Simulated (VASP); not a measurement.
All values below come from vdW-DF2, VASP's PBE PAW potentials (set 64) (plane waves; VASP 6.6.1).

Input for VASP

**INCAR**
```
# general
SYSTEM    =  In
PREC      =  Accurate
ENCUT     =  520
LREAL     =  F
LASPH     =  T   # aspherical one-centre terms
ICHARG    =  11

# electronic loop
EDIFF     =  1E-7   # SCF stop (eV)
NELM      =  100
ALGO      =  Normal
LMAXMIX   =  4   # l cut-off of mixed one-centre charges

# smearing
ISMEAR    =  0   # Gaussian
SIGMA     =  0.05   # width (eV)

# functional
GGA       =  ML
LUSE_VDW  =  T
AGGAC     =  0.0
ZAB_VDW   =  -1.8867

# output
LWAVE     =  F
LCHARG    =  F
LORBIT    =  11   # lm-projected
```

**KPOINTS**
```
k-points along high-symmetry lines
10
Line-mode
Reciprocal
  0.000000   0.000000   0.000000 ! GAMMA
 -0.000000   0.000000   0.500000 ! X

 -0.000000   0.000000   0.500000 ! X
  0.250000   0.250000   0.250000 ! P

  0.250000   0.250000   0.250000 ! P
  0.000000   0.500000  -0.000000 ! N

  0.000000   0.500000  -0.000000 ! N
  0.000000   0.000000   0.000000 ! GAMMA

  0.000000   0.000000   0.000000 ! GAMMA
  0.500000   0.500000  -0.500000 ! M

  0.500000   0.500000  -0.500000 ! M
  0.357770   0.642230  -0.357770 ! S

 -0.357770   0.357770   0.357770 ! S_0
  0.000000   0.000000   0.000000 ! GAMMA

 -0.000000   0.000000   0.500000 ! X
 -0.215539   0.215539   0.500000 ! R

  0.500000   0.500000  -0.215539 ! G
  0.500000   0.500000  -0.500000 ! M
```

File POSCAR:
```
In
3.6499720
 -0.4778011750   0.4778011750   0.7371649399
  0.4778011750  -0.4778011750   0.7371649399
  0.4778011750   0.4778011750  -0.7371649399
In
1
Cart
  0.0000000000   0.0000000000   0.0000000000
```

POTCAR, in this order: In_d (PBE.64 set). Program: vasp_std. Read from the step before: CHGCAR.

Q: What will the output report for the number of irreducible k-points (NKPTS), largest plane-wave count, number of space-group operations, FFT grid (NGX, NGY, NGZ)?

A: 
```
Item                                          Result
--------------------------------------  ------------
number of irreducible k-points (NKPTS)            90
largest plane-wave count                         903
number of space-group operations                  16
FFT grid (NGX, NGY, NGZ)                28 × 28 × 28
```

The compound is In in the bct structure. It was relaxed first, which changed the volume by +25 %.
